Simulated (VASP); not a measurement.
Computed with PBE GGA, VASP's PBE PAW potentials (set 64) (plane waves; VASP).

The input files of a VASP run:

KPOINTS:
```
Automatic mesh
0
Monkhorst-Pack
10 10 10
0 0 0
```

**INCAR**
```
SYSTEM  =  CaO
PREC  =  Accurate; ENCUT  =  520; LREAL  =  .FALSE.
LASPH  =  .TRUE.
EDIFF  =  1E-6; NELM  =  100; ALGO  =  Normal
ISMEAR  =  0; SIGMA  =  0.05
GGA  =  PE
ISIF  =  2
LWAVE  =  .FALSE.; LCHARG  =  .FALSE.
```

### POSCAR
```
CaO
1
    0.0000000000     2.4050000000     2.4050000000
    2.4050000000     0.0000000000     2.4050000000
    2.4050000000     2.4050000000     0.0000000000
Ca O
1 1
Direct
  0.0000000000   0.0000000000   0.0000000000
  0.5000000000   0.5000000000   0.5000000000
```

POTCAR, in this order: Ca_sv O (PBE.64 set). Program: vasp_std.

What VASP printed:

**OSZICAR**
```
       N       E                     dE             d eps       ncg     rms          rms(c)
DAV:   1     0.130485845000E+03    0.13049E+03   -0.87239E+03  2648   0.136E+03
DAV:   2    -0.763544503664E+01   -0.13812E+03   -0.13069E+03  3020   0.335E+02
DAV:   3    -0.142877659244E+02   -0.66523E+01   -0.65984E+01  3344   0.760E+01
DAV:   4    -0.145096070958E+02   -0.22184E+00   -0.22161E+00  3800   0.127E+01
DAV:   5    -0.145135710071E+02   -0.39639E-02   -0.39637E-02  3308   0.162E+00    0.857E+00
DAV:   6    -0.128441335048E+02    0.16694E+01   -0.87232E+00  3088   0.276E+01    0.364E+00
DAV:   7    -0.128028340446E+02    0.41299E-01   -0.71662E-01  3732   0.832E+00    0.174E+00
DAV:   8    -0.128038017523E+02   -0.96771E-03   -0.82219E-02  2832   0.326E+00    0.441E-01
DAV:   9    -0.128015994850E+02    0.22023E-02   -0.25983E-02  3368   0.133E+00    0.137E-01
DAV:  10    -0.128020244342E+02   -0.42495E-03   -0.22623E-03  2828   0.482E-01    0.262E-02
DAV:  11    -0.128020809402E+02   -0.56506E-04   -0.38581E-04  3816   0.162E-01    0.314E-02
DAV:  12    -0.128020652477E+02    0.15692E-04   -0.65397E-05  3152   0.877E-02    0.482E-03
DAV:  13    -0.128020650942E+02    0.15354E-06   -0.43974E-06  3420   0.209E-02
   1 F= -.12802065E+02 E0= -.12802065E+02  d E =-.630714E-21
```

### OUTCAR
```
------------------------ aborting loop because EDIFF is reached ----------------------------------------
  FORCE on cell =-STRESS in cart. coord.  units (eV):
  Direction    XX          YY          ZZ          XY          YZ          ZX
  --------------------------------------------------------------------------------------
  Total        0.3440664      0.3440664      0.3440664      0.0000000     -0.0000000     -0.0000000
  in kB       19.8142492     19.8142492     19.8142492      0.0000000     -0.0000000     -0.0000000
  external PRESSURE =      19.8142492 kB  Pullay stress =       0.0000000 kB
  volume of cell :       27.82
      direct lattice vectors                 reciprocal lattice vectors
     0.000000000  2.405000000  2.405000000    -0.207900208  0.207900208  0.207900208
     2.405000000  0.000000000  2.405000000     0.207900208 -0.207900208  0.207900208
     2.405000000  2.405000000  0.000000000     0.207900208  0.207900208 -0.207900208
  FREE ENERGIE OF THE ION-ELECTRON SYSTEM (eV)
  ---------------------------------------------------
  free  energy   TOTEN  =       -12.8020650942 eV

  energy  without entropy=      -12.8020650942  energy(sigma->0) =      -12.80206509
```
(Selected blocks of OUTCAR.)

The compound is CaO in the rock salt structure. The cell was not relaxed at this level. The run is one of a series of settings (KPOINTS 10×10×10 Monkhorst-Pack mesh against the base run), some of them coarse on purpose.
